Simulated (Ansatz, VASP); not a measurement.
# Ga2PtSe2S3 (1T-PtSe2 under alpha-Ga2S3 ferroelectric layer, AC): VASP beside Ansatz, part 2 of 2

Wanted: the spread between two codes on one cell, functional and k mesh. The cell is taken from a series of runs on this material, whose earlier steps may have relaxed, scaled, displaced or heated it; both programs get it as it stands.

VASP 6.6.1 and Ansatz 0.2.0.

So far: Starting point; Ansatz: single point, PBE with D3(BJ); VASP: single point, PBE with D3(BJ).

## 3. VASP: single point, PBE with D3(BJ) (continued)

Level of this step: PBE with D3(BJ); plane waves and PAW (Se, Pt, S, Ga_d) (VASP).

Numbers of over 12 decimals in the logs are rounded to 6 here.

Parts of OUTCAR (step 3):

```text
ion  position               nearest neighbor table
   1  0.667  0.333  0.305-   3 2.51   3 2.51   3 2.51
   2  0.333  0.667  0.397-   3 2.50   3 2.50   3 2.50
   3  0.000  0.000  0.351-   2 2.50   2 2.50   2 2.50   1 2.51   1 2.51   1 2.51
   4  0.667  0.333  0.495-   7 2.35   7 2.35   7 2.35
   5  0.000  0.000  0.605-   7 2.21   8 2.60   8 2.60   8 2.60
   6  0.667  0.333  0.695-   8 2.39   8 2.39   8 2.39
   7  0.000  0.000  0.530-   5 2.21   4 2.35   4 2.35   4 2.35
   8  0.333  0.667  0.657-   6 2.39   6 2.39   6 2.39   5 2.60   5 2.60   5 2.60

  LATTYP: Found a hexagonal cell.
 ALAT       =     3.6527500170
 C/A-ratio  =     8.0742963485

 Subroutine GETGRP returns: Found  6 space group operations
 (whereof  6 operations were pure point group operations)

The static configuration has the point symmetry C_3v.

 Found     37 irreducible k-points:

   k-points           NKPTS =     37   k-points in BZ     NKDIM =     37   number of bands    NBANDS=     41

   dimension x,y,z NGX =    24 NGY =   24 NGZ =  192
   dimension x,y,z NGXF=    48 NGYF=   48 NGZF=  384

   ENCUT  =  400.0 eV  29.40 Ry    5.42 a.u.   5.96  5.96 48.10*2*pi/ulx,y,z

   NELECT =      66.0000    total number of electrons

 k-points in reciprocal lattice and weights: Automatic mesh
   0.00000000  0.00000000  0.00000000       0.003
   0.05555556 -0.00000000  0.00000000       0.019
   0.11111111 -0.00000000  0.00000000       0.019
   0.16666667 -0.00000000  0.00000000       0.019
   0.22222222 -0.00000000  0.00000000       0.019
   0.27777778 -0.00000000  0.00000000       0.019
   0.33333333 -0.00000000  0.00000000       0.019
   0.38888889 -0.00000000  0.00000000       0.019
   0.44444444 -0.00000000  0.00000000       0.019
[...]
0.33333333  0.27777778  0.00000000       0.037
   0.33333333  0.33333333  0.00000000       0.006

 dipolmoment           0.000000      0.000000      0.079761 electrons x Angstroem

 average (electrostatic) potential at core
       1 -59.2363       2 -59.3052       3 -75.3481       4 -92.8428       5 -91.7008
       6 -91.3590       7 -71.6084       8 -70.7068

 E-fermi :  -0.3927

 k-point     1 :       0.0000    0.0000    0.0000
  band No.  band energies     occupation
    ...
     29      -1.4660      2.00000
     30      -1.3715      2.00000
     31      -1.3715      2.00000
     32      -1.0955      2.00000
     33      -1.0955      2.00000
     34       0.6441      0.00000
     35       1.7765      0.00000
     36       1.8345      0.00000
     37       1.8345      0.00000
     38       3.3393      0.00000
    ...

 k-point     2 :       0.0556   -0.0000    0.0000
  band No.  band energies     occupation
    ...
     29      -1.5038      2.00000
     30      -1.3890      2.00000
     31      -1.2551      2.00000
     32      -1.0948      2.00000
     33      -1.0901      2.00000
     34       0.8196      0.00000
     35       1.5862      0.00000
     36       1.7791      0.00000
     37       1.9372      0.00000
     38       3.5043      0.00000
    ...

 k-point     3 :       0.1111   -0.0000    0.0000
  band No.  band energies     occupation
    ...
     29      -1.6263      2.00000
     30      -1.4919      2.00000
     31      -1.1707      2.00000
     32      -1.0927      2.00000
     33      -1.0852      2.00000
     34       0.9546      0.00000
     35       1.2847      0.00000
     36       1.6445      0.00000
     37       2.2186      0.00000
     38       3.4406      0.00000
    ...

 Edisp (eV)   -2.43786

  Total      -0.14130    -0.14130    -0.17078     0.00000     0.00000     0.00000
  in kB      -0.66430    -0.66430    -0.80288     0.00000     0.00000     0.00000
  external pressure =       -0.71 kB  Pullay stress =        0.00 kB

  energy-cutoff  :      400.00
  volume of cell :      340.80
      direct lattice vectors                 reciprocal lattice vectors
     3.652750017  0.000000000  0.000000000     0.273766339  0.158059070  0.000000000
    -1.826375008  3.163374308  0.000000000     0.000000000  0.316118139  0.000000000
     0.000000000  0.000000000 29.493386124     0.000000000  0.000000000  0.033905907

 POSITION                                       TOTAL-FORCE (eV/Angst)
 -----------------------------------------------------------------------------------
      1.82638      1.05446      9.00000         0.000000      0.000000     -0.000823
     -0.00000      2.10892     11.70197         0.000000     -0.000000      0.001225
      0.00000      0.00000     10.36030        -0.000000     -0.000000     -0.002046
      1.82638      1.05446     14.60239        -0.000000     -0.000000     -0.009104
      0.00000      0.00000     17.83945         0.000000     -0.000000     -0.035142
      1.82638      1.05446     20.49339        -0.000000      0.000000      0.000223
      0.00000      0.00000     15.63434        -0.000000      0.000000      0.032690
     -0.00000      2.10892     19.36396         0.000000      0.000000      0.012977
 -----------------------------------------------------------------------------------
    total drift:                                0.000001      0.000000     -0.000361

  FREE ENERGIE OF THE ION-ELECTRON SYSTEM (eV)
  ---------------------------------------------------
  free  energy   TOTEN  =       -37.7562028743 eV

  energy  without entropy=      -37.7562028743  energy(sigma->0) =      -37.75620287

 vacuum level on the upper side and lower side of the slab         5.724         4.476

 total charge
# of ion       s       p       d       tot
------------------------------------------
    1        1.477   2.260   0.057   3.795
    2        1.479   2.263   0.062   3.803
    3        0.684   0.718   8.011   9.413
    4        1.349   2.371   0.000   3.719
    5        1.346   2.392   0.000   3.738
    6        1.352   2.353   0.000   3.705
    7        0.835   0.765  10.053  11.653
    8        0.777   0.652  10.056  11.485
--------------------------------------------------
tot          9.299  13.773  28.239  51.311

[... 3 further parts left out ...]
```

## 4. Differences

Known differences besides the potentials themselves: the data sets hold 94 valence electrons in Ansatz (on its default PAW (the set named soft_2) files) and 66 in VASP; the cutoff is 420 eV in Ansatz and 400 eV in VASP. Total energies have different zeros and are not compared.

The two programs side by side:

| quantity | Ansatz | VASP | difference |
| --- | --- | --- | --- |
| gap on the k mesh (eV) | 1.385 | 1.376 | +0.009 |

A gap on the mesh is an upper bound, since the band edges may lie between its points; neither run holds spin-orbit coupling, which can move the band edges of a compound of Pt. With vacuum in the cell, a pressure given here is an average over mostly empty space and none of the material.

## 5. Outcome

| Item | Value |
| --- | --- |
| difference in gap on the k mesh (single point, PBE with D3(BJ)) | 0.0087 eV |

The difference in gap on the k mesh is 0.0087 eV (single point, PBE with D3(BJ)), within the 0.08 eV picked in this series as the mark of a large difference. The data sets hold unlike numbers of valence electrons (94 in Ansatz and 66 in VASP), so part of the differences comes from the potentials. How closely two codes agree says nothing of how well the functional describes the real material.

[Lines on the potential files, build, host, timing and source positions are cut from VASP's logs without a mark.]

[Logs are printed without paths, hosts, clocks, repeated set-up lines and the standing remarks that a program may print on its own settings, such as how far it seeks lower states.]

[Hosts, paths, dates, database ids (printed as entryN), source tags and the programs' standing remarks are cut or masked in the printed files.]
